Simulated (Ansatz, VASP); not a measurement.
**Sc3B in two plane-wave programs**

Wanted: the spread between two codes on one cell, functional and k mesh. The cell is generated by rule, not measured, and may not be a known phase. The cell is taken from a series of runs on this material, whose earlier steps may have relaxed, scaled, displaced or heated it; both programs get it as it stands.

Calculated with Ansatz 0.2.0; plane waves, with VASP 6.6.1 beside it; relaxation of cell and atoms at PBEsol.

### Step 1. The starting structure

The structure is cubic, space group Pm-3m (No. 221). The conventional cell has a = 4.056 Å, b = 4.056 Å, c = 4.056 Å, α = 90.00°, β = 90.00°, γ = 90.00°. Nearest to Sc lie 4 B at 2.87 Å and 8 Sc at 2.87 Å. Nearest to B lie 12 Sc at 2.87 Å. Farther neighbours are not listed.

### Step 2. VASP: relaxation of cell and atoms, PBEsol, pair 1

The relaxed volume is the usual yardstick between codes: in a stiff, nearly cubic crystal its relative difference is about their pressure difference at one cell divided by the bulk modulus.

Lines of VASP's logs that name or quote its potential files are left out, and so is its time.

File INCAR:

```
SYSTEM = Sc3B
PREC = Accurate
ENCUT = 500
EDIFF = 1E-07
NELM = 120
ISMEAR = 0
SIGMA = 0.1
LREAL = .FALSE.
ALGO = Normal
GGA = PS
NBANDS = 24
LASPH = .TRUE.
LORBIT = 11
LWAVE = .FALSE.
LCHARG = .FALSE.
ISIF = 3
IBRION = 2
NSW = 80
EDIFFG = -0.005
GGA_COMPAT = .FALSE.
NELMIN = 4
KPAR = 2
```

File POSCAR:

```
Sc3B
1.0
    4.0563000000      0.0000000000      0.0000000000
    0.0000000000      4.0563000000      0.0000000000
    0.0000000000      0.0000000000      4.0563000000
Sc B
3 1
Direct
    0.0000000000      0.5000000000      0.5000000000
    0.5000000000      0.0000000000      0.5000000000
    0.5000000000      0.5000000000      0.0000000000
    0.0000000000      0.0000000000      0.0000000000
```

File KPOINTS:

```
Automatic mesh
0
Gamma
10 10 10
0 0 0
```

PAW data sets: Sc_sv and B (PBE family, release 64).

Run with:

```bash
> mpirun -np 2 vasp_std
```

Numbers of over 12 decimals in the logs are rounded to 6 here.

The log of the run:

```text
[banner, memory and clock lines left out]
running    2 mpi-ranks, on    1 nodes
 distrk:  each k-point on    1 cores,    2 groups
 distr:  one band on    1 cores,    1 groups

 POSCAR found type information on POSCAR ScB
 POSCAR found :  2 types and       4 ions
|                                                                             |
|               ----> ADVICE to this user running VASP <----                  |
|                                                                             |
|     You enforced a specific xc type in the INCAR file but a different       |
|     [... a line on the potential file left out ...]
|     I HOPE YOU KNOW WHAT YOU ARE DOING!                                     |
|                                                                             |

 LDA part: xc-table for (Slater+PW92), standard interpolation
 POSCAR, INCAR and KPOINTS ok, starting setup
 FFT: planning ... GRIDC
 FFT: planning ... GRID_SOFT
 FFT: planning ... GRID
 WAVECAR not read
 entering main loop
       N       E                     dE             d eps       ncg     rms          rms(c)
DAV:   1     0.650855399642E+03    0.65086E+03   -0.16716E+04  2688   0.161E+03
DAV:   2     0.126687475952E+02   -0.63819E+03   -0.63077E+03  3600   0.704E+02
DAV:   3    -0.281435087414E+02   -0.40812E+02   -0.40143E+02  4376   0.229E+02
DAV:   4    -0.294299345186E+02   -0.12864E+01   -0.12654E+01  4448   0.382E+01
DAV:   5    -0.294538329986E+02   -0.23898E-01   -0.23842E-01  4456   0.622E+00    0.139E+01
DAV:   6    -0.263169134859E+02    0.31369E+01   -0.20303E+01  4240   0.310E+01    0.462E+00
DAV:   7    -0.261091572152E+02    0.20776E+00   -0.74817E-01  4184   0.589E+00    0.260E+00
DAV:   8    -0.260522159548E+02    0.56941E-01   -0.28661E-01  4016   0.336E+00    0.412E-01
DAV:   9    -0.260475783463E+02    0.46376E-02   -0.72511E-02  4368   0.119E+00    0.252E-01
DAV:  10    -0.260460423473E+02    0.15360E-02   -0.91035E-03  4480   0.683E-01    0.444E-02
DAV:  11    -0.260460740590E+02   -0.31712E-04   -0.32544E-04  4384   0.183E-01    0.212E-02
DAV:  12    -0.260460688223E+02    0.52367E-05   -0.70804E-05  4816   0.520E-02    0.634E-03
DAV:  13    -0.260460674233E+02    0.13990E-05   -0.35332E-06  3736   0.134E-02    0.301E-03
DAV:  14    -0.260460671522E+02    0.27108E-06   -0.17233E-06  3488   0.573E-03    0.311E-04
DAV:  15    -0.260460671862E+02   -0.34003E-07   -0.39494E-08  2616   0.272E-03
   1 F= -.26046067E+02 E0= -.26032808E+02  d E =-.260461E+02
 curvature:   0.00 expect dE= 0.000E+00 dE for cont linesearch  0.000E+00
 trial: gam= 0.00000 g(F)=  0.000E+00 g(S)=  0.639E-03 ort = 0.000E+00 (trialstep = 0.100E+01)
 search vector abs. value=  0.639E-03
 bond charge predicted
       N       E                     dE             d eps       ncg     rms          rms(c)
DAV:   1    -0.260533719745E+02   -0.73048E-02   -0.21551E-01  2768   0.586E+00    0.648E-01
DAV:   2    -0.260470050933E+02    0.63669E-02   -0.21636E-02  4120   0.183E+00    0.171E-01
DAV:   3    -0.260463941764E+02    0.61092E-03   -0.16604E-03  3912   0.455E-01    0.801E-02
DAV:   4    -0.260463396268E+02    0.54550E-04   -0.46805E-04  3696   0.131E-01    0.312E-02
DAV:   5    -0.260463367379E+02    0.28890E-05   -0.19873E-04  4304   0.807E-02    0.268E-02
DAV:   6    -0.260463292562E+02    0.74817E-05   -0.57573E-05  4248   0.423E-02    0.278E-03
DAV:   7    -0.260463290830E+02    0.17314E-06   -0.23084E-06  3680   0.122E-02    0.796E-04
DAV:   8    -0.260463292271E+02   -0.14404E-06   -0.18870E-07  2968   0.339E-03    0.242E-04
DAV:   9    -0.260463292785E+02   -0.51446E-07   -0.12708E-08  2240   0.180E-03
   2 F= -.26046329E+02 E0= -.26033024E+02  d E =-.262092E-03
 trial-energy change:   -0.000262  1 .order   -0.000259   -0.000639    0.000120
 step:   0.8446(harm=  0.8418)  dis= 0.00000  next Energy=   -26.046339 (dE=-0.271E-03)
 bond charge predicted
       N       E                     dE             d eps       ncg     rms          rms(c)
DAV:   1    -0.260465084797E+02   -0.17925E-03   -0.51917E-03  2808   0.908E-01    0.101E-01
DAV:   2    -0.260463527865E+02    0.15569E-03   -0.52658E-04  4128   0.284E-01    0.266E-02
DAV:   3    -0.260463384394E+02    0.14347E-04   -0.39398E-05  3936   0.701E-02    0.125E-02
DAV:   4    -0.260463379764E+02    0.46309E-06   -0.10792E-05  3712   0.206E-02    0.488E-03
DAV:   5    -0.260463382109E+02   -0.23457E-06   -0.55866E-06  3480   0.132E-02    0.419E-03
DAV:   6    -0.260463382335E+02   -0.22620E-07   -0.21165E-06  3544   0.834E-03    0.465E-04
DAV:   7    -0.260463382312E+02    0.23156E-08   -0.53905E-08  1960   0.346E-03
   3 F= -.26046338E+02 E0= -.26033040E+02  d E =-.271045E-03
 curvature:  -0.42 expect dE=-0.155E-07 dE for cont linesearch -0.155E-07
 trial: gam= 0.00000 g(F)=  0.268E-64 g(S)=  0.369E-07 ort =-0.485E-05 (trialstep = 0.969E+00)
 search vector abs. value=  0.370E-07
 reached required accuracy - stopping structural energy minimisation
```

Parts of OUTCAR (step 2):

```text
ion  position               nearest neighbor table
   1  0.000  0.500  0.500-   2 2.87   3 2.87   3 2.87   2 2.87   2 2.87   3 2.87   3 2.87   2 2.87

  LATTYP: Found a simple cubic cell.
 ALAT       =     4.0563000000

 Subroutine GETGRP returns: Found 48 space group operations
 (whereof 48 operations were pure point group operations)

The static configuration has the point symmetry O_h .

 Found     56 irreducible k-points:

   k-points           NKPTS =     56   k-points in BZ     NKDIM =     56   number of bands    NBANDS=     24

   dimension x,y,z NGX =    30 NGY =   30 NGZ =   30
   dimension x,y,z NGXF=    60 NGYF=   60 NGZF=   60

   ENCUT  =  500.0 eV  36.75 Ry    6.06 a.u.   7.40  7.40  7.40*2*pi/ulx,y,z

   NELECT =      36.0000    total number of electrons

 k-points in reciprocal lattice and weights: Automatic mesh
   0.00000000  0.00000000  0.00000000       0.001
   0.10000000  0.00000000  0.00000000       0.006
   0.20000000  0.00000000  0.00000000       0.006
   0.30000000  0.00000000  0.00000000       0.006
   0.40000000  0.00000000  0.00000000       0.006
   0.50000000  0.00000000  0.00000000       0.003
   0.10000000  0.10000000  0.00000000       0.012
   0.20000000  0.10000000  0.00000000       0.024
   0.30000000  0.10000000  0.00000000       0.024
[...]
0.50000000  0.50000000  0.40000000       0.006
   0.50000000  0.50000000  0.50000000       0.001

 average (electrostatic) potential at core
       1 -45.1162       2 -45.1162       3 -45.1162       4 -27.5226

 E-fermi :   5.0470

 k-point     1 :       0.0000    0.0000    0.0000
  band No.  band energies     occupation
    ...
     15       4.1071      2.00000
     16       4.1071      2.00000
     17       4.3932      2.00000
     18       4.3932      2.00000
     19       4.3932      2.00000
     20       5.4997      0.00000
     21       5.4997      0.00000
     22       5.4997      0.00000
     23       8.1455      0.00000
     24       8.1455      0.00000

 k-point     2 :       0.1000    0.0000    0.0000
  band No.  band energies     occupation
    ...
     15       3.8102      2.00000
     16       4.2118      2.00000
     17       4.3414      2.00000
     18       4.3414      2.00000
     19       4.4322      2.00000
     20       5.5290      0.00000
     21       5.5290      0.00000
     22       5.6441      0.00000
     23       8.0697      0.00000
     24       8.2996      0.00000

 k-point     3 :       0.2000    0.0000    0.0000
  band No.  band energies     occupation
    ...
     15       3.2100      2.00000
     16       4.2032      2.00000
     17       4.2032      2.00000
     18       4.5115      2.00000
     19       4.5411      2.00000
     20       5.6525      0.00000
     21       5.6525      0.00000
     22       5.9518      0.00000
     23       7.8660      0.00000
     24       8.6270      0.00000

  Total       -0.0010093     -0.0010093     -0.0010093     -0.0000000     -0.0000000      0.0000000
  in kB       -0.0241314     -0.0241314     -0.0241314     -0.0000000     -0.0000000      0.0000000
  external PRESSURE =      -0.0241314 kB  Pullay stress =       0.0000000 kB

  energy-cutoff  :      500.00
  volume of cell :       67.01
      direct lattice vectors                 reciprocal lattice vectors
     4.061790359 -0.000000000 -0.000000000     0.246196852  0.000000000  0.000000000
    -0.000000000  4.061790359  0.000000000     0.000000000  0.246196852 -0.000000000
    -0.000000000  0.000000000  4.061790359     0.000000000 -0.000000000  0.246196852

 POSITION                                       TOTAL-FORCE (eV/Angst)
 -----------------------------------------------------------------------------------
     -0.00000      2.03090      2.03090        -0.000000      0.000000      0.000000
      2.03090     -0.00000      2.03090         0.000000      0.000000      0.000000
      2.03090      2.03090     -0.00000         0.000000     -0.000000      0.000000
      0.00000      0.00000      0.00000         0.000000     -0.000000      0.000000
 -----------------------------------------------------------------------------------
    total drift:                                0.000000      0.000000     -0.000000

  FREE ENERGIE OF THE ION-ELECTRON SYSTEM (eV)
  ---------------------------------------------------
  free  energy   TOTEN  =       -26.0463382312 eV

  energy  without entropy=      -26.0197424346  energy(sigma->0) =      -26.03304033

 reached required accuracy - stopping structural energy minimisation

 total charge
# of ion       s       p       d       tot
------------------------------------------
    1        2.288   6.127   1.251   9.665
    2        2.288   6.127   1.251   9.665
    3        2.288   6.127   1.251   9.665
    4        0.640   0.876   0.000   1.517
--------------------------------------------------
tot          7.503  19.257   3.752  30.513

[... 3 further parts left out ...]
```

CONTCAR:

```
Sc3B
   1.00000000000000
     4.0617903589242053   -0.0000000000000000   -0.0000000000000000
    -0.0000000000000000    4.0617903589242053    0.0000000000000000
    -0.0000000000000000    0.0000000000000000    4.0617903589242053
  Sc              B
     3     1
Direct
     0.0000000000000000    0.5000000000000000    0.5000000000000000
     0.5000000000000000    0.0000000000000000    0.5000000000000000
     0.5000000000000000    0.5000000000000000    0.0000000000000000
     0.0000000000000000    0.0000000000000000    0.0000000000000000
```

The PAW data sets were made with PBE, which is usual practice but a small mismatch for other functionals. The run keeps the 48 symmetry operations of its start, so it cannot find a distortion of lower symmetry.

### Step 3. Ansatz: relaxation of cell and atoms, PBEsol, pair 1

Ansatz runs on its default PAW (the set named soft_2) files.

The same cell, functional, mesh and smearing now go to Ansatz, which takes its cutoff from its data sets.

File input.yaml:

```yaml
crystal:
  lattice:
    - [4.0563003422, 0.0, 0.0]
    - [0.0, 4.0563003422, 0.0]
    - [0.0, 0.0, 4.0563003422]
  atoms:
    - { symbol: Sc, position: [0.0, 0.5, 0.5] }
    - { symbol: Sc, position: [0.5, 0.0, 0.5] }
    - { symbol: Sc, position: [0.5, 0.5, 0.0] }
    - { symbol: B, position: [0.0, 0.0, 0.0] }
kpoints:
  mp_grid: { grid: [10, 10, 10] }
hamiltonian:
  xc: pbesol
scf:
  occupations: { method: gaussian, width: 0.1 }
output:
  forces: true
  stress: true
  eigenvalues: true
  write_density: true
  write_potential: true
  elf: true
  volumetric_format: npy
relax:
  adjacent_minimum: "off"
  f_tol: 0.005
  max_steps: 80
  cell: { stress_tol: 0.05 }
```

Run with:

```bash
> ansatz run input.yaml --threads 8 --pin off --max-ram 14336MiB --backend cpu --events-out ev --progress --plain --runs-dir out
```

The log of the run:

```text
Engine: ansatz 0.2.0, aarch64-unknown-linux-gnu
Pseudopotentials: kind: paw
Pseudopotential: Sc, paw, valence charge 11, recommended cutoff 420 eV (normal), Sc.paw.azcp
Pseudopotential: B, paw, valence charge 3, recommended cutoff 420 eV (normal), B.paw.azcp
Functional definition: PBEsol
  exchange = pbesol_x
  correlation = pbesol_c
Crystal: 4 atoms, lattice volume = 66.741 Å³
Basis set: ecut = 420 eV, 1309 PW (Γ), exchange–correlation on 60×60×60 points (8 copies of the dense FFT grid, shifted against one another)
Bands: 22, of which v1, the nominal top of the filled ones, is band 18 counted from 1 (17 counted from 0)
Symmetry: 48 space group operations
Space group: Pm-3m (ITA 221), of the structure as read, at distance tolerance 4.1e-5 Å
k-points: 56 of 1000
Non-local potential: Sc, projectors of the file, l = 0: 3, l = 1: 2, l = 2: 3, l = 3: 1
Non-local potential: B, projectors of the file, l = 0: 2, l = 1: 2, l = 2: 1
PAW form: soft (Blöchl's): semilocal exchange-correlation on the pseudo side does not see the compensation charge
PAW frozen core: Sc, regenerated for the run's functional, and the local potential with it (the file was generated under x = pbe(κ = 0.804, μ = 0.219515), c = pbe(β = 0.066725))
PAW frozen core: B, regenerated for the run's functional, and the local potential with it (the file was generated under x = pbe(κ = 0.804, μ = 0.219515), c = pbe(β = 0.066725))
PAW one-centre angular grid: Sc, 590 points (default); XC on 64 Gauss nodes
PAW one-centre angular grid: B, 110 points (default); XC on 64 Gauss nodes
Initial density: superposition of atomic densities (neutral atoms: chi_scale 0, normalization atom), corrected by the library's trained network
Initial wavefunctions: pseudopotential atomic-orbital guess
Functional: x = pbesol(κ = 0.804, μ = 0.123457), c = pbesol(β = 0.046)
SCF iter   1: F=—  HF=-6485.989338 eV  |F-HF|=—  |Δ(HF+E_count)|=         —  Δρ=6.05e-3  dr2=3.45e-2  ethr=1.77e-3  ⟨swp⟩=4.0  Hψ=4641  notcnv=0
preconditioner: auto → Kerker (q_TF=auto, 2.462 Å⁻¹)  [metal: Δε(μ)=0.017 eV  Ē_g=3.222 eV  σ=0.100 eV  W_gap=0.10  n_scr=18 (ndim 8)  ℏωp=15.7 eV  f_vac=0.000  D(μ)=5.15/eV (n_scr^D=56)]
SCF iter   2: F=—  HF=-6485.981808 eV  |F-HF|=—  |Δ(HF+E_count)|=   7.53e-3  Δρ=3.26e-3  dr2=9.53e-3  ethr=9.59e-5  ⟨swp⟩=1.9  Hψ=1794  notcnv=0
SCF iter   3: F=—  HF=-6485.978980 eV  |F-HF|=—  |Δ(HF+E_count)|=   2.83e-3  Δρ=7.22e-4  dr2=6.39e-4  ethr=2.65e-5  ⟨swp⟩=2.0  Hψ=1557  notcnv=0
SCF iter   4: F=—  HF=-6485.978771 eV  |F-HF|=—  |Δ(HF+E_count)|=   2.09e-4  Δρ=1.67e-4  dr2=3.80e-5  ethr=1.77e-6  ⟨swp⟩=2.1  Hψ=1580  notcnv=0
SCF iter   5: F=—  HF=-6485.978783 eV  |F-HF|=—  |Δ(HF+E_count)|=   1.20e-5  Δρ=4.13e-5  dr2=9.66e-7  ethr=1.06e-7  ⟨swp⟩=2.8  Hψ=2066  notcnv=0
SCF iter   6: F=-6485.978783 eV  HF=-6485.978783 eV  |F-HF|=3.67e-8  |Δ(HF+E_count)|=   7.03e-8  Δρ=7.66e-6  dr2=6.66e-8  ethr=2.78e-10  ⟨swp⟩=7.9  Hψ=7423  notcnv=0
SCF 1 converged in 6 iterations: F = -6485.978783 eV  dr2 = 6.66e-8
  greatest PAW one-centre occupation: 0.998 electrons in one spin orbital (limit 2), on the Sc atom at site 0 (counted from 0), in its partial waves of l = 0
relax step   1: F+E_penalty+E_count = -6485.97878280 eV  Δ(F+E_penalty+E_count) = +0.000e0 eV  max|allowed force component| = 3.142e-29 eV/Å  Δτ_max = 0.0000 Å  P = +0.168 GPa  Ω = 66.741 Å³  (6 SCF iters, dr2 threshold 1.00e-7 eV, accepted)
[...]
relax step   2: F+E_penalty+E_count = -6485.97874465 eV  Δ(F+E_penalty+E_count) = +3.815e-5 eV  max|allowed force component| = 1.414e-28 eV/Å  Δτ_max = 0.0000 Å  P = -0.134 GPa  Ω = 67.000 Å³  energy of the carried Pulay correction = -6.478e-5 eV  (4 SCF iters, dr2 threshold 7.06e-8 eV, accepted)
[...]
relax step   3: F+E_penalty+E_count = -6485.97882196 eV  Δ(F+E_penalty+E_count) = -7.731e-5 eV  max|allowed force component| = 5.614e-29 eV/Å  Δτ_max = 0.0000 Å  P = -0.000 GPa  Ω = 66.884 Å³  energy of the carried Pulay correction = -3.599e-5 eV  (4 SCF iters, dr2 threshold 4.50e-8 eV, accepted)
[...]
relax step   4: F+E_penalty+E_count = -6485.97885222 eV  Δ(F+E_penalty+E_count) = -3.026e-5 eV  max|allowed force component| = 8.707e-29 eV/Å  Δτ_max = 0.0000 Å  P = -0.000 GPa  Ω = 66.884 Å³  stress off target by 9.91e-5 GPa  SCF on the basis re-selected at this cell (its energy is not comparable with the rows above)  (4 SCF iters)
basis re-selected at this cell: Δ(F+E_penalty+E_count) = -3.026e-5 eV, ΔP = +0.000 GPa vs the last step (what re-selecting the basis moved, of the pressure what is left beyond the Pulay correction that the steps carried, after the strain that the cell walked since its last selection, with what the two solves' SCF thresholds leave and, on support functions, any second-order correction that the steps lacked; it is no m [...]
SCF converged after 4 iterations
Free energy (F): -6485.978852 eV
Harris-Foulkes:  -6485.978852 eV  (|F-HF|=2.27e-11)
Internal energy: -6485.952242 eV  (E = F + TS)
E sigma→0 (E₀):  -6485.965547 eV
Entropy (-TS):   -0.026610 eV (-6.652 meV/atom)
Fermi energy:    11.568412 eV
--- Per-component energies (eV) ---
  E_band       = -399.913398
  E_kinetic    = 833.367347
  E_local      = -2367.507937  (includes V_loc(G=0)·N_el)
  E_nonlocal   = 269.020474
  E_hartree    = 822.341357
  E_xc         = -343.051965
  E_vxc        = -425.350649  (∫ρ·V_xc dr)
  E_paw        = -2873.734422  (= ΣΔE_a)
  E_vpaw       = -354.125368  (= ΣTr[D̂ρ^β])
  E_aug_tail   = 0.000021  (compensation charges beyond the density's cutoff)
  E_ewald      = -2826.788903
  E_core_change = 0.401786  (= ΣΔE_core)
  E_smearing   = -0.026610  (= −TS)
  E_closure    = 0.000000  (closes the sum)
  Σ components = -6485.978852   (vs F -6485.978852, Δ=0.00e0)
--- Forces (eV/Å), atoms counted from 1 ---
  atom   1  Sc     0.00000000    -0.00000000     0.00000000
  atom   2  Sc    -0.00000000    -0.00000000     0.00000000
  atom   3  Sc     0.00000000     0.00000000     0.00000000
  atom   4  B     -0.00000000     0.00000000    -0.00000000
  max |Σ_I F_I| component: 5.89e-29 eV/Å
--- Stress (GPa, compression-positive) ---
       -0.000099       0.000000       0.000000
        0.000000      -0.000099       0.000000
        0.000000       0.000000      -0.000099
  P = ⅓ Tr σ = -0.0001 GPa (-0.001 kbar)
--- Band table (eV; the first three rows and the last of 56) ---
  k-point 0: bands = [... 14 lower, 10.6288, 10.6288, 10.9153, 10.9153, 10.9153, 12.0152, 12.0152, 12.0152]
  k-point 1: bands = [... 14 lower, 10.3308, 10.7334, 10.8627, 10.8627, 10.9541, 12.0459, 12.0459, 12.1615]
  k-point 2: bands = [... 14 lower, 9.7294, 10.7231, 10.7231, 11.0327, 11.0627, 12.1717, 12.1717, 12.4715]
  k-point 55: bands = [... 14 lower, 10.1163, 10.1163, 10.4605, 10.4605, 10.4605, 12.9822, 13.1833, 13.1833]
--- Relaxed structure (3 steps of the walk, 3 accepted, 1 SCFs on fresh bases) ---
  F+E_penalty+E_count = -6485.97885222 eV   max|allowed force component| = 8.707e-29 eV/Å   (the final SCF, on the basis selected at the relaxed cell)
  cell:  # Å, volume = 66.8844 Å³
    - [4.059212, 0, 0]
    - [0, 4.059212, 0]
    - [0, 0, 4.059212]
  atoms:
    - { symbol: Sc, position: [0, 0.500000, 0.500000] }
    - { symbol: Sc, position: [0.500000, 0, 0.500000] }
    - { symbol: Sc, position: [0.500000, 0.500000, 0] }
    - { symbol: B, position: [0, 0, 0] }
```

In the SCF lines HF is the Harris–Foulkes energy and dr2 the Hartree energy of the density residual, in eV; the loop may stop once dr2 is under the threshold and the program's other checks hold. Hψ counts applications of the Hamiltonian.

### Step 4. Comparison

Known differences besides the potentials themselves: the cutoff is 420 eV in Ansatz and 500 eV in VASP; Ansatz makes its cores anew for this functional, VASP keeps those of its PBE data sets; Ansatz adds a Pulay correction to the stress that steers its cell, VASP none. Total energies have different zeros and are not compared.

Compared:

```tsv
quantity	Ansatz	VASP	difference
volume (Å³)	66.88	67.01	-0.19 %
edge a after relaxation, in the typed setting (Å)	4.059	4.062	-0.06 %
```

(Continued in part 2 of 2.)

[Lines on the potential files, build, host, timing and source positions are cut from VASP's logs without a mark.]

[Logs are printed without paths, hosts, clocks, repeated set-up lines and the standing remarks that a program may print on its own settings, such as how far it seeks lower states.]

[Hosts, paths, dates, database ids (printed as entryN), source tags and the programs' standing remarks are cut or masked in the printed files.]
